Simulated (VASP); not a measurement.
Calculation: optB88-vdW, VASP's PBE PAW potentials (set 64) (plane waves; VASP).

The input files of a VASP run:

**KPOINTS**
```
Automatic mesh
0
gamma
 12 12 7
```

**INCAR**
```
# general
SYSTEM    =  Ho
PREC      =  Accurate
ENCUT     =  520   # plane-wave cut-off (eV)
LREAL     =  .False.   # projection in real space or not
LASPH     =  .True.   # aspherical one-centre terms

# electronic loop
EDIFF     =  1E-7
NELM      =  100   # most electronic steps
ALGO      =  Normal   # blocked Davidson
LMAXMIX   =  6

# smearing
ISMEAR    =  1
SIGMA     =  0.1

# functional
GGA       =  BO
LUSE_VDW  =  .True.
AGGAC     =  0.0
PARAM1    =  0.1833333333
PARAM2    =  0.22

# ions
IBRION    =  2   # conjugate gradients
NSW       =  30   # most ionic steps
ISIF      =  4   # ions and shape, fixed volume
EDIFFG    =  -0.01   # ionic stop

# output
LWAVE     =  .False.
LCHARG    =  .False.
```

POSCAR:
```
Ho
1.0
  1.7496149110  -3.0304219725   0.0000000000
  1.7496149110   3.0304219725   0.0000000000
  0.0000000000   0.0000000000   5.3771195272
Ho
2
Direct
  0.3333330000   0.6666670000   0.2500000000
  0.6666670000   0.3333330000   0.7500000000
```

POTCAR, in this order: Ho_3 (PBE.64 set). Program: vasp_std.

The 4f electrons are frozen in the core of the lanthanide potential, so 4f levels, which can set the real gap, and their magnetism are missing.

**Question.** Estimate the energy per atom (σ→0), band gap (on the k-mesh).

**Answer.** 
- energy per atom (σ→0) = -1.842 eV/atom
- band gap (on the k-mesh) = none (metal, semimetal or under 0.01 eV)

**OSZICAR**
```
...
       N       E                     dE             d eps       ncg     rms          rms(c)
DAV:   1    -0.368723773530E+01   -0.30744E-02   -0.13364E-01  2912   0.335E+00    0.242E-01
DAV:   2    -0.368550840080E+01    0.17293E-02   -0.35879E-03  3145   0.732E-01    0.152E-01
DAV:   3    -0.368468435781E+01    0.82404E-03   -0.10225E-03  3563   0.305E-01    0.752E-02
DAV:   4    -0.368468994170E+01   -0.55839E-05   -0.12428E-04  2980   0.896E-02    0.347E-02
DAV:   5    -0.368469039904E+01   -0.45734E-06   -0.62498E-06  3654   0.307E-02    0.451E-03
DAV:   6    -0.368469031718E+01    0.81867E-07   -0.19015E-07  2286   0.424E-03
   3 F= -.36846903E+01 E0= -.36845094E+01  d E =-.373289E-02
```

The compound is Ho in the hcp structure. This cell is one point of a volume scan, at 0.94 of the reference volume. Symmetry was kept, so distortions that lower it aren't found.
